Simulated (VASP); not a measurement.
Level of theory: PBEsol GGA, VASP's PBE PAW potentials (set 64) (plane waves; VASP).

VASP input:

### INCAR
```
SYSTEM  =  TiB2
PREC  =  Accurate; ENCUT  =  600; LREAL  =  .FALSE.
LASPH  =  .TRUE.
EDIFF  =  1E-7; NELM  =  100; ALGO  =  Normal
LMAXMIX  =  4
ISMEAR  =  1; SIGMA  =  0.1
GGA  =  PS
IBRION  =  2; NSW  =  40; ISIF  =  3
EDIFFG  =  -0.01; PSTRESS  =  10
LWAVE  =  .FALSE.; LCHARG  =  .FALSE.
```

File KPOINTS:
```
Automatic mesh
0
Gamma
  12 12 10
```

POSCAR:
```
TiB2
1
    1.5074307834    -2.6109467319    -0.0000000000
    1.5074307834     2.6109467319     0.0000000000
   -0.0000000000    -0.0000000000     3.1820790935
Ti B
1 2
Direct
  0.0000000000   0.0000000000   0.0000000000
  0.3333330000   0.6666670000   0.5000000000
  0.6666670000   0.3333330000   0.5000000000
```

POTCAR, in this order: Ti_sv B (PBE.64 set). Program: vasp_std.

### Question
What will the output report for the number of irreducible k-points (NKPTS), number of bands (NBANDS), largest plane-wave count, number of space-group operations, FFT grid (NGX, NGY, NGZ)?

### Answer

| Property | Result |
|---|---|
| number of irreducible k-points (NKPTS) | 114 |
| number of bands (NBANDS) | 13 |
| largest plane-wave count | 870 |
| number of space-group operations | 24 |
| FFT grid (NGX, NGY, NGZ) | 24 × 24 × 28 |

The compound is TiB2 in the AlB2 type structure. It was relaxed first under an external pressure of 1 GPa.
